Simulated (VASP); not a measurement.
Consider the following.

```yaml
crystal:
  lattice:
    - [-1.93430, 1.93430, 3.20211]
    - [1.93430, -1.93430, 3.20211]
    - [1.93430, 1.93430, -3.20211]
  atoms:
    - { symbol: Ca, position: [0.00000, 0.00000, 0.00000] }
    - { symbol: C, position: [0.59789, 0.59789, 0.00000] }
    - { symbol: C, position: [0.40211, 0.40211, 0.00000] }
```

Computed with LDA (Ceperley-Alder, Perdew-Zunger), VASP's LDA PAW potentials (set 64) (plane waves; VASP). Settings: 400 eV cut-off, 12×12×12 Γ-centred mesh, Gaussian smearing of 0.010 eV, potentials Ca_sv C.

At this cut-off the stress carries a Pulay error, which pulls relaxed volumes low.

Q: Which forces act on the atoms, in eV/Å?

A: 
| atom | Fx | Fy | Fz |
|---|---|---|---|
| Ca1 | 0.000 | 0.000 | 0.000 |
| C2 | 0.000 | 0.000 | 0.200 |
| C3 | 0.000 | 0.000 | -0.200 |

Q: Give the stress tensor in GPa (positive for a compressed cell).

A: 
```
-4.66   0.00   0.00
 0.00  -4.66   0.00
 0.00   0.00  -5.26
```
The pressure is its mean diagonal, -4.86 GPa.

The structure comes from a computed database's CaC2 entry (I4/mmm); how it stands against other phases isn't given here. The cell was not relaxed at this level.
